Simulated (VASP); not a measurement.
Calculation: PBE GGA with D3 dispersion (Becke-Johnson damping), VASP's PBE PAW potentials (set 64) (plane waves; VASP).

A VASP calculation is set up with these files.

### INCAR
```
SYSTEM = ZrB2
PREC = Accurate
ENCUT = 520
EDIFF = 1E-7
NELM = 100
ALGO = Normal
LREAL = .FALSE.
LASPH = .TRUE.
ISMEAR = 1
SIGMA = 0.1
GGA = PE
IVDW = 12
LMAXMIX = 4
LWAVE = .FALSE.
LCHARG = .FALSE.
ISIF = 4
IBRION = 2
NSW = 30
EDIFFG = -0.01
```

### POSCAR
```
ZrB2
1.0
  1.5874131015  -2.7494806073   0.0000000000
  1.5874131015   2.7494806073   0.0000000000
  0.0000000000   0.0000000000   3.5500837483
Zr B
1 2
Cartesian
  0.0000000000   0.0000000000   0.0000000000
  1.5874131015   0.9164953688   1.7750418742
  1.5874131015  -0.9164953688   1.7750418742
```

KPOINTS:
```
Automatic mesh
0
Gamma
11 11 9
0 0 0
```

POTCAR, in this order: Zr_sv B (PBE.64 set). Program: vasp_std.

Output of the run:

**OSZICAR**
```
       N       E                     dE             d eps       ncg     rms          rms(c)
DAV:   1     0.111526011023E+03    0.11153E+03   -0.98596E+03  2080   0.137E+03
DAV:   2    -0.222148055212E+02   -0.13374E+03   -0.12896E+03  2438   0.338E+02
DAV:   3    -0.275387898404E+02   -0.53240E+01   -0.52884E+01  3301   0.596E+01
DAV:   4    -0.276594806673E+02   -0.12069E+00   -0.12065E+00  2666   0.832E+00
DAV:   5    -0.276623401478E+02   -0.28595E-02   -0.28594E-02  3258   0.100E+00    0.212E+01
DAV:   6    -0.250150477762E+02    0.26473E+01   -0.77755E+00  2545   0.197E+01    0.859E+00
DAV:   7    -0.249834960949E+02    0.31552E-01   -0.92238E-01  3183   0.624E+00    0.302E+00
DAV:   8    -0.249845097602E+02   -0.10137E-02   -0.10240E-01  2506   0.295E+00    0.806E-01
DAV:   9    -0.249814590643E+02    0.30507E-02   -0.18472E-02  2656   0.112E+00    0.150E-01
DAV:  10    -0.249814128646E+02    0.46200E-04   -0.96513E-04  2672   0.290E-01    0.432E-02
DAV:  11    -0.249814268780E+02   -0.14013E-04   -0.32631E-05  2826   0.688E-02    0.129E-02
DAV:  12    -0.249814267999E+02    0.78115E-07   -0.20033E-06  2685   0.146E-02    0.351E-03
DAV:  13    -0.249814268260E+02   -0.26050E-07   -0.23871E-07  2277   0.448E-03
   1 F= -.26142044E+02 E0= -.26142065E+02  d E =-.261420E+02
```

**OUTCAR**
```
------------------------ aborting loop because EDIFF is reached ----------------------------------------
 Edisp (eV)   -1.16062
  FORCE on cell =-STRESS in cart. coord.  units (eV):
  Direction    XX          YY          ZZ          XY          YZ          ZX
  --------------------------------------------------------------------------------------
  Total      -1.37125    -1.37125    -1.36233     0.00000    -0.00000    -0.00000
  in kB     -70.89531   -70.89533   -70.43405     0.00000    -0.00000    -0.00000
  external pressure =      -70.74 kB  Pullay stress =        0.00 kB
  volume of cell :       30.99
      direct lattice vectors                 reciprocal lattice vectors
     1.587413101 -2.749480607  0.000000000     0.314977872 -0.181852528  0.000000000
     1.587413101  2.749480607  0.000000000     0.314977872  0.181852528  0.000000000
     0.000000000  0.000000000  3.550083748     0.000000000  0.000000000  0.281683496
 POSITION                                       TOTAL-FORCE (eV/Angst)
 -----------------------------------------------------------------------------------
      0.00000      0.00000      0.00000         0.000000     -0.000000      0.000000
      1.58741      0.91650      1.77504         0.000000     -0.000000      0.000000
      1.58741     -0.91650      1.77504        -0.000000      0.000000      0.000000
 -----------------------------------------------------------------------------------
    total drift:                                0.000000     -0.000000      0.000000
  FREE ENERGIE OF THE ION-ELECTRON SYSTEM (eV)
  ---------------------------------------------------
  free  energy   TOTEN  =       -26.1420436744 eV

  energy  without entropy=      -26.1421065880  energy(sigma->0) =      -26.14206465

 reached required accuracy - stopping structural energy minimisation
```
(Selected blocks of OUTCAR.)

The compound is ZrB2 in the AlB2 type structure. This cell is one point of a volume scan, at 1.03 of the reference volume.
